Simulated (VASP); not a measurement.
Input:

```
Ir
1.0
    6.63878     0.00000     0.00000
    0.00000     2.71027     0.00000
    0.00000     0.00000    24.36092
Ir
12
Direct
  0.66667   0.25000   0.32336
  0.00000   0.75000   0.35548
  0.33333   0.25000   0.38759
  0.66667   0.75000   0.41971
  0.00000   0.25000   0.45182
  0.33333   0.75000   0.48394
  0.66667   0.25000   0.51606
  0.00000   0.75000   0.54817
  0.33333   0.25000   0.58029
  0.66667   0.75000   0.61241
  0.00000   0.25000   0.64452
  0.33333   0.75000   0.67664
```

Computed with PBEsol GGA, VASP's PBE PAW potentials (set 64) (plane waves; VASP 6.6.1). Numerical set-up: PREC = Normal, EDIFF = 1E-5, 400 eV cut-off, 4×10×1 Γ-centred mesh, first-order Methfessel-Paxton smearing of 0.10 eV, potentials Ir.

Task: The ions are relaxed. Give the cell that the relaxation ends in.

Result: 
```
Ir
1.0
    6.63878     0.00000     0.00000
    0.00000     2.71027     0.00000
    0.00000     0.00000    24.36092
Ir
12
Direct
  0.67715   0.25000   0.33010
  0.99957   0.75000   0.35846
  0.33121   0.25000   0.38397
  0.66387   0.75000   0.42169
  0.00314   0.25000   0.45307
  0.33497   0.75000   0.48309
  0.66503   0.25000   0.51691
  0.99686   0.75000   0.54693
  0.33613   0.25000   0.57831
  0.66879   0.75000   0.61603
  0.00043   0.25000   0.64154
  0.32285   0.75000   0.66990
```

Task: How much energy does the relaxation gain?

Result: The energy (σ→0) changes by -32.4 meV/atom, in 14 ionic steps.

The cell is a thin slab with vacuum, built from Ir (fcc): (211) face.
